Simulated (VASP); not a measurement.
Consider the following.

```xyz
2
Lattice="0.0000 2.3152 2.3152 2.3152 0.0000 2.3152 2.3152 2.3152 0.0000" Properties=species:S:1:pos:R:3 pbc="T T T"
Hf     0.0000     0.0000     0.0000
C      2.3152     2.3152     2.3152
```

The numbers are results of rev-vdW-DF2, VASP's PBE PAW potentials (set 64) (plane waves; VASP), not measurements. Numerical set-up: 520 eV cut-off, Gaussian smearing of 0.050 eV, potentials Hf_pv C.

Problem. Give the energies of bands 5 to 10 at the high-symmetry points, in eV from the Fermi level.

Solution. 
```
band     Γ      X      U      L      W
----  ----  -----  -----  -----  -----
5     0.99  -2.56  -3.54  -6.20  -3.04
6     0.99  -1.83  -2.71  -3.04  -2.71
7     0.99  -0.09  -1.67  -3.04  -2.71
8     1.35  -0.09   1.55   5.31   3.67
9     1.35   5.34   5.78   5.31   3.67
10    1.35   6.74   6.18   5.79   6.76
```

It has no gap at this level: it comes out as a metal or semimetal.

The compound is HfC in the rock salt structure. It was relaxed first.
